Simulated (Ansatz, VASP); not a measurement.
# CoH in two plane-wave programs

One calculation is typed for both programs; each brings its own data sets. How far apart do they land? The cell is taken from a series of runs on this material, whose earlier steps may have relaxed, scaled, displaced or heated it; both programs get it as it stands.

Calculated with Ansatz 0.2.0; plane waves, with VASP 6.6.1 beside it; PBEsol.

### 1. The starting structure

The structure is cubic, space group Fm-3m (No. 225). Conventional cell: a = 3.650 Å, b = 3.650 Å, c = 3.650 Å, α = 90.00°, β = 90.00°, γ = 90.00°. Nearest to Co lie 6 H at 1.82 Å. Nearest to H lie 6 Co at 1.82 Å. Farther neighbours are not listed.

As a file:

```cif
data_structure
_symmetry_space_group_name_H-M 'Fm-3m'
_symmetry_Int_Tables_number 225
_cell_length_a 3.6496
_cell_length_b 3.6496
_cell_length_c 3.6496
_cell_angle_alpha 90.000
_cell_angle_beta 90.000
_cell_angle_gamma 90.000
_cell_volume 48.61
loop_
_atom_site_label
_atom_site_type_symbol
_atom_site_symmetry_multiplicity
_atom_site_Wyckoff_symbol
_atom_site_fract_x
_atom_site_fract_y
_atom_site_fract_z
_atom_site_occupancy
Co1 Co 4 a 0.00000 0.00000 0.00000 1
H1 H 4 b 0.50000 0.00000 0.00000 1
```

### 2. Ansatz: zone-centre phonons, PBEsol

Ansatz runs on norm-conserving files, of PseudoDojo where its log says so.

Second derivatives magnify differences that forces hide, and they need a tight electronic threshold.

File input.yaml:

```yaml
crystal:
  lattice:
    - [0.0, 1.8247842591, 1.8247842591]
    - [1.8247842591, 0.0, 1.8247842591]
    - [1.8247842591, 1.8247842591, 0.0]
  atoms:
    - { symbol: Co, position: [0.0, 0.0, 0.0], spin: 1.24 }
    - { symbol: H, position: [0.5, 0.5, 0.5] }
kpoints:
  mp_grid: { grid: [20, 20, 20] }
hamiltonian:
  xc: pbesol
  pseudopotentials: { kind: nc }
scf:
  occupations: { method: gaussian, width: 0.15 }
output:
  eigenvalues: true
  populations: true
magnetization:
  spin_polarized: true
phonons:
  method: dfpt
```

The run is started by

```sh
> ansatz run input.yaml --threads 4 --pin off --max-ram 7168MiB --backend cpu --events-out ev --progress --plain --runs-dir out
```

Numbers of over 12 decimals in the logs are rounded to 6 here.

The log of the run:

```text
Engine: ansatz 0.2.0, aarch64-unknown-linux-gnu
Pseudopotentials: kind: nc
Pseudopotential: Co, nc, valence charge 17, recommended cutoff 1306.14654 eV (normal), Co.nc.azcp (PseudoDojo's, or run here from an input of PseudoDojo's: the run reads no file of this project's for it)
Pseudopotential: H, nc, valence charge 1, recommended cutoff 979.609905 eV (normal), H.nc.azcp (PseudoDojo's, or run here from an input of PseudoDojo's: the run reads no file of this project's for it)
Functional definition: PBEsol
  exchange = pbesol_x
  correlation = pbesol_c
Crystal: 2 atoms, lattice volume = 12.152 Å³
Basis set: ecut = 1306.14654 eV, 1291 PW (Γ), exchange–correlation on 64×64×64 points (8 copies of the dense FFT grid, shifted against one another)
Bands: 14, of which v1, the nominal top of the filled ones, is band 9 counted from 1 (8 counted from 0)
Symmetry: 48 space group operations
Space group: Fm-3m (ITA 225), of the structure as read, at distance tolerance 2.3e-5 Å
Magnetic group: BNS 225.116 (UNI 1618), of the structure as read, at distance tolerance 2.3e-5 Å
k-points: 256 of 8000
Non-local potential: Co, projectors of the file, l = 0: 2, l = 1: 2, l = 2: 2
Non-local potential: H, projectors of the file, l = 0: 2, l = 1: 1
Initial density: superposition of atomic densities (chi_scale 0.1, normalization cell)
Starting moments: Σ|m| = 1.24 μB on 1 of 2 sites
Initial wavefunctions: pseudopotential atomic-orbital guess
Functional: x = pbesol(κ = 0.804, μ = 0.123457), c = pbesol(β = 0.046)
SCF 1 converged in 9 iterations: F = -4174.447546 eV  dr2 = 5.59e-10
a single point of the input's cell can leave the moments in the input for a lower state (scf.lower_state_search): this run first made a single point of its cell. This run's own SCFs start from the density of the state that the single point found, with the moments in the input. The single point stayed on the moments in the input.
k-points: 641 of 8000 (irreducible under 8 space group operations, time reversal used)
Initial density: read from a saved state, or passed on in memory by an earlier SCF of this step, an earlier step, the calling program or the single point that the run made first
Stability of the state it starts from, as read at its close in the collinear treatment: not read negative (Ritz values of 1 − χ₀K, real part plus size of imaginary part, from 0.49 to 0.87, by its mixing steps under the symmetry group of the SCF that read it); its run was given moments
Starting moments: Σ|m| = 1.24 μB on 1 of 2 sites; this step starts from the density that it was given
iter 1 solved again at ethr=3.72e-9 eV; its pass at ethr=3.10e-3 eV (dr2=6.69e-7 eV) is discarded
SCF iter   1: F=—  HF=-4174.447546 eV  |F-HF|=—  |Δ(HF+E_count)|=         —  Δρ=2.73e-6 (↑2.73e-6 ↓2.45e-6)  dr2=7.21e-10  dr2_m=5.89e-11  M=1.136 μB ∫|m|=1.254 μB  β_m=0.30  ethr=3.72e-9  ⟨swp⟩=4.3  Hψ=163538  notcnv=0
preconditioner: auto → none  [metal: Δε(μ)=0.006 eV  Ē_g=14.106 eV  σ=0.150 eV  W_gap=0.02  n_scr=0 (ndim 8)  ℏωp=33.7 eV  f_vac=0.000  D(μ)=1.23/eV (n_scr^D=14)]
SCF iter   2: F=—  HF=-4174.447546 eV  |F-HF|=—  |Δ(HF+E_count)|=   3.10e-9  Δρ=1.21e-6 (↑8.70e-7 ↓1.21e-6)  dr2=9.41e-11  dr2_m=3.86e-11  M=1.136 μB ∫|m|=1.254 μB  β_m=0.37  ethr=4.00e-12  ⟨swp⟩=2.9  Hψ=33780  notcnv=0
SCF iter   3: F=—  HF=-4174.447546 eV  |F-HF|=—  |Δ(HF+E_count)|=  1.73e-11  Δρ=6.26e-7 (↑6.26e-7 ↓5.84e-7)  dr2=1.98e-11  dr2_m=2.16e-11  M=1.136 μB ∫|m|=1.254 μB  β_m=0.43  ethr=1.00e-12  ⟨swp⟩=1.0  Hψ=17957  notcnv=0
SCF iter   4: F=-4174.447546 eV  HF=-4174.447546 eV  |F-HF|=0.00e0  |Δ(HF+E_count)|=  2.73e-12  Δρ=3.52e-7 (↑2.48e-7 ↓3.52e-7)  dr2=8.06e-13  dr2_m=9.84e-12  M=1.136 μB ∫|m|=1.254 μB  ethr=1.00e-12  ⟨swp⟩=6.5  Hψ=84209  notcnv=0
SCF 2 converged in 4 iterations: F = -4174.447546 eV  dr2 = 8.06e-13
DFPT response loops at Γ: preconditioner auto → Kerker (q_TF=auto, 2.913 Å⁻¹) (partly filled bands, converged f_vac=0.000); β = 1.00, the filter's whole step (`scf.mixing.beta` (0.30) is not read by the response loops under this deck's `scf.mixing.preconditioner`; to damp them name `kerker` or `kerker_dos`, under which they read `scf.mixing.beta`, and type it under 1.00, their step now; both keys bind the ground state too); Broyden in place of MSR1
SCF converged after 4 iterations
Magnetization: 1.1361 μB (9.5681 up, 8.4319 down)
Absolute magnetization: 1.2538 μB (∫|ρ↑−ρ↓|)
Spin contamination: 0.0127 ħ² per cell (⟨S²⟩ above its minimum at these occupations)
Per-site moments (μB) at R_I (Å): [(1.123589, 0.752724), (-0.020195, 0.752724)]
Free energy (F): -4174.447546 eV
Harris-Foulkes:  -4174.447546 eV  (|F-HF|=0.00e0)
Internal energy: -4174.433763 eV  (E = F + TS)
E sigma→0 (E₀):  -4174.440654 eV
Entropy (-TS):   -0.013783 eV (-6.891 meV/atom)
Fermi energy:    18.706872 eV
--- Per-component energies (eV) ---
  E_band       = -236.594607
  E_kinetic    = 1863.346253
  E_local      = -3112.151374  (includes V_loc(G=0)·N_el)
  E_nonlocal   = -519.979335
  E_hartree    = 1058.565574
  E_xc         = -768.083457
  E_vxc        = -584.941252  (∫ρ·V_xc dr)
  E_ewald      = -2696.131424
  E_smearing   = -0.013783  (= −TS)
  E_closure    = 0.000000  (closes the sum)
  Σ components = -4174.447546   (vs F -4174.447546, Δ=0.00e0)
--- Band table (eV; the first three rows and the last of 1282) ---
  k-point 0 ↑: bands = [... 5 lower, 15.9728, 15.9728, 15.9728, 17.0979, 17.0979, 34.0208, 39.3605, 40.0717, ... 1 higher]
  k-point 1 ↑: bands = [... 5 lower, 15.9423, 15.9951, 15.9951, 17.0837, 17.0837, 33.5164, 39.0226, 40.0224, ... 1 higher]
  k-point 2 ↑: bands = [... 5 lower, 15.8528, 16.0542, 16.0542, 17.0497, 17.0497, 32.2807, 38.0122, 39.8982, ... 1 higher]
  k-point 640 ↓: bands = [... 5 lower, 16.0392, 16.0392, 17.8664, 19.4726, 22.9246, 24.7210, 24.7210, 27.4511, ... 1 higher]
--- Phonons (Γ-DFPT): 2 representative perturbations + reference, on 641 of 8000 k-points (Σ response iterations 6) ---
  k mesh reduced under 8 symmetry operations, with k and −k counted as one. Each operation leaves every solved perturbation unchanged. A smaller set is not used because it would not reduce the number of displacements times k-points to solve
  ASR residual: 9.585e-6 → 0.000e0 eV/Å²; symmetrization residual: 1.755e-7 eV/Å²
  ASR residual per site (eV/Å²): 9.58e-6 6.39e-6
  Γ frequencies (cm⁻¹): 0.00 0.00 0.00 748.47 748.47 748.47
  non-analytic LO–TO correction: not included (Born effective charges unavailable; polar crystals: no LO–TO splitting at Γ)
--- Löwdin populations: 2 sites ---
  site symbol       q [e]    m [muB]
     0     Co     16.5943     1.1823
     1      H      1.2092    -0.0069
  spilling = 0.010915 (of n_electrons = 18.000000)
```

### 3. VASP: zone-centre phonons, PBEsol

The same cell, functional, mesh and smearing now go to VASP, with its own data sets.

Lines of VASP's logs that name or quote its potential files are left out, and so is its time.

File INCAR:

```
SYSTEM = CoH
PREC = Accurate
ENCUT = 600
EDIFF = 1E-08
NELM = 200
ISMEAR = 0
SIGMA = 0.15
LREAL = .FALSE.
ALGO = Normal
GGA = PS
NBANDS = 13
ISPIN = 2
MAGMOM = 1.12 -0.02
LASPH = .TRUE.
LMAXMIX = 4
LORBIT = 11
LWAVE = .FALSE.
LCHARG = .FALSE.
ISIF = 2
IBRION = 8
GGA_COMPAT = .FALSE.
KPAR = 2
```

File POSCAR:

```
CoH
1.0
    0.0000000000      1.8247842591      1.8247842591
    1.8247842591      0.0000000000      1.8247842591
    1.8247842591      1.8247842591      0.0000000000
Co H
1 1
Direct
    0.0000000000      0.0000000000      0.0000000000
    0.5000000000      0.5000000000      0.5000000000
```

File KPOINTS:

```
Automatic mesh
0
Gamma
20 20 20
0 0 0
```

PAW data sets: Co and H (PBE family, release 64).

The run is started by

```sh
> mpirun -np 2 vasp_std
```

The log of the run:

```text
[banner, memory and clock lines left out]
running    2 mpi-ranks, on    1 nodes
 distrk:  each k-point on    1 cores,    2 groups
 distr:  one band on    1 cores,    1 groups

 POSCAR found type information on POSCAR CoH
 POSCAR found :  2 types and       2 ions
|                                                                             |
|               ----> ADVICE to this user running VASP <----                  |
|                                                                             |
|     You enforced a specific xc type in the INCAR file but a different       |
|     [... a line on the potential file left out ...]
|     I HOPE YOU KNOW WHAT YOU ARE DOING!                                     |
|                                                                             |

 LDA part: xc-table for (Slater+PW92), standard interpolation
 POSCAR, INCAR and KPOINTS ok, starting setup
 FFT: planning ... GRIDC
 FFT: planning ... GRID_SOFT
 FFT: planning ... GRID
 WAVECAR not read
 entering main loop
       N       E                     dE             d eps       ncg     rms          rms(c)
DAV:   1     0.322231994755E+02    0.32223E+02   -0.47928E+03 13632   0.100E+03
DAV:   2    -0.110978851431E+02   -0.43321E+02   -0.40130E+02 14390   0.178E+02
DAV:   3    -0.125268201292E+02   -0.14289E+01   -0.14187E+01 16023   0.352E+01
DAV:   4    -0.125410832406E+02   -0.14263E-01   -0.14258E-01 15766   0.317E+00
DAV:   5    -0.125414563562E+02   -0.37312E-03   -0.37310E-03 17203   0.473E-01    0.130E+01
DAV:   6    -0.115220056186E+02    0.10195E+01   -0.15965E+01 17502   0.507E+01    0.535E+00
DAV:   7    -0.111912617603E+02    0.33074E+00   -0.23198E+00 17196   0.192E+01    0.294E+00
DAV:   8    -0.111713917081E+02    0.19870E-01   -0.34313E-02 17436   0.131E+00    0.157E+00
DAV:   9    -0.111669490935E+02    0.44426E-02   -0.55976E-03 19047   0.500E-01    0.369E-01
DAV:  10    -0.111666428067E+02    0.30629E-03   -0.35926E-04 19443   0.133E-01    0.132E-01
DAV:  11    -0.111666087106E+02    0.34096E-04   -0.25750E-04 18368   0.165E-01    0.356E-02
DAV:  12    -0.111666127650E+02   -0.40544E-05   -0.14865E-05 16665   0.519E-02    0.112E-02
DAV:  13    -0.111666142679E+02   -0.15029E-05   -0.12446E-06 15222   0.937E-03    0.531E-03
DAV:  14    -0.111666142497E+02    0.18134E-07   -0.71493E-08 17846   0.312E-03    0.223E-03
DAV:  15    -0.111666142159E+02    0.33864E-07   -0.11849E-08 10205   0.146E-03    0.114E-03
DAV:  16    -0.111666141652E+02    0.50710E-07   -0.75818E-09  8206   0.826E-04    0.357E-04
DAV:  17    -0.111666141672E+02   -0.20272E-08   -0.79668E-10  7606   0.316E-04
   1 F= -.11166614E+02 E0= -.11159609E+02  d E =-.140105E-01  mag=     1.1233
 Linear response reoptimize wavefunctions to high precision
DAV:   1    -0.111666141678E+02   -0.59845E-09   -0.87570E-11  9466   0.915E-05
DAV:   2    -0.111666141678E+02    0.14893E-10   -0.14470E-11  7426   0.386E-05
 Linear response DOF=           2
 Linear response progress:
  Degree of freedom:   1/  2
       N       E                     dE             d eps       ncg     rms          rms(c)
RMM:   1    -0.160663237344E+00   -0.16066E+00   -0.10394E-01 43728   0.252E+00
RMM:   2    -0.160567359023E+00    0.95878E-04   -0.39045E-03 55708   0.542E-01    0.384E-01
RMM:   3    -0.160173806181E+00    0.39355E-03   -0.13318E-03 58731   0.261E-01    0.181E-01
RMM:   4    -0.160120662240E+00    0.53144E-04   -0.15676E-04 61820   0.998E-02    0.606E-02
RMM:   5    -0.160040812531E+00    0.79850E-04   -0.12039E-04 61401   0.752E-02    0.167E-02
RMM:   6    -0.160046996143E+00   -0.61836E-05   -0.70085E-06 65281   0.235E-02    0.554E-03
RMM:   7    -0.160033719720E+00    0.13276E-04   -0.38844E-07 66143   0.513E-03    0.287E-03
RMM:   8    -0.160020461044E+00    0.13259E-04   -0.11483E-07 65488   0.251E-03    0.517E-04
RMM:   9    -0.160019046204E+00    0.14148E-05   -0.48119E-08 68859   0.105E-03    0.195E-04
RMM:  10    -0.160017646807E+00    0.13994E-05   -0.31706E-08 68424   0.457E-04    0.100E-04
RMM:  11    -0.160016605562E+00    0.10412E-05   -0.28904E-08 69767   0.177E-04    0.238E-05
RMM:  12    -0.160016420814E+00    0.18475E-06   -0.10393E-09 70650   0.825E-05    0.754E-06
RMM:  13    -0.160016387986E+00    0.32828E-07   -0.72992E-08 71814   0.521E-05    0.390E-06
RMM:  14    -0.160016387671E+00    0.31487E-09   -0.39299E-08 69460   0.426E-05    0.988E-07
 first order change of Fermi-energy   0.12029E-02
 force on displaced ion       1 direction 1 :  -2.077   0.000   0.000
 Linear response progress:
  Degree of freedom:   2/  2
       N       E                     dE             d eps       ncg     rms          rms(c)
RMM:   1    -0.134578184623E-01   -0.13458E-01    0.33632E-02 69795   0.797E-01
RMM:   2    -0.140229396281E-01   -0.56512E-03   -0.76194E-04 51568   0.298E-01    0.751E-02
RMM:   3    -0.142780236867E-01   -0.25508E-03   -0.15405E-04 59443   0.952E-02    0.422E-02
RMM:   4    -0.146760316388E-01   -0.39801E-03   -0.40593E-05 59288   0.407E-02    0.438E-03
RMM:   5    -0.146936234998E-01   -0.17592E-04   -0.17676E-06 62939   0.917E-03    0.184E-03
RMM:   6    -0.147044960845E-01   -0.10873E-04   -0.16237E-07 64637   0.261E-03    0.915E-04
RMM:   7    -0.147044640107E-01    0.32074E-07   -0.22352E-08 64532   0.102E-03    0.331E-04
RMM:   8    -0.147040173219E-01    0.44669E-06   -0.35912E-09 65002   0.401E-04    0.816E-05
RMM:   9    -0.147040708755E-01   -0.53554E-07    0.19819E-10 69660   0.128E-04    0.376E-05
RMM:  10    -0.147040998698E-01   -0.28994E-07    0.50931E-10 63419   0.639E-05    0.811E-06
RMM:  11    -0.147040991250E-01    0.74481E-09    0.73805E-10 67906   0.223E-05    0.171E-06
 first order change of Fermi-energy  -0.27929E-03
 force on displaced ion       2 direction 1 :  -2.080   0.000   0.000
 Linear response finished
```

(Continued in part 2 of 2.)

[Lines on the potential files, build, host, timing and source positions are cut from VASP's logs without a mark.]

[Logs are printed without paths, hosts, clocks, repeated set-up lines and the standing remarks that a program may print on its own settings, such as how far it seeks lower states.]

[Hosts, paths, dates, database ids (printed as entryN), source tags and the programs' standing remarks are cut or masked in the printed files.]
